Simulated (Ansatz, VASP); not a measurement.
## One calculation of ReB, two programs

```xyz
4
Lattice="2.8181 0.0000 0.0000 0.0000 2.8181 0.0000 0.0000 0.0000 5.9211" Properties=species:S:1:pos:R:3 pbc="T T T"
Re    1.4091    1.4091    1.2561
Re    1.4091    1.4091    4.6650
B     0.0000    1.4091    2.9605
B     1.4091    0.0000    2.9605
```

Alike in both runs: functional PBE; k mesh 6 × 6 × 4; occupations gaussian, width 0.1 eV; no spin polarisation.

Ansatz relaxed the structure, and its values are those at the end. VASP's run is a single point on that final structure, the one shown.

|  | VASP | Ansatz |
| --- | --- | --- |
| version | VASP 6.6.1 | Ansatz 0.2.0 |
| potentials or method | VASP PAW PBE potentials, release 64 (Re, B) | scalar-relativistic, plane waves, PAW |
| plane-wave cutoff (eV) | 520 | 420 |
| valence electrons in the cell | 20 | 36 |

```tsv
	VASP	Ansatz	Ansatz less VASP
gap on the k mesh at the Fermi level (eV)	none	none	-
pressure (GPa)	0.3	-0.3	-0.62
rms of the force components (eV/Å)	0.100	0.014	-0.0858
```

A gap of «none» marks a metal or a gap that the smearing closes. The functional is the same, so the differences come from potentials, cutoffs and numerics. The two sets of potentials don't hold the same shells in valence.

Caveats: the k mesh is coarse (spacing up to 0.37 Å⁻¹), so the values aren't converged. The runs have no spin-orbit coupling, so splittings on Re are missing.
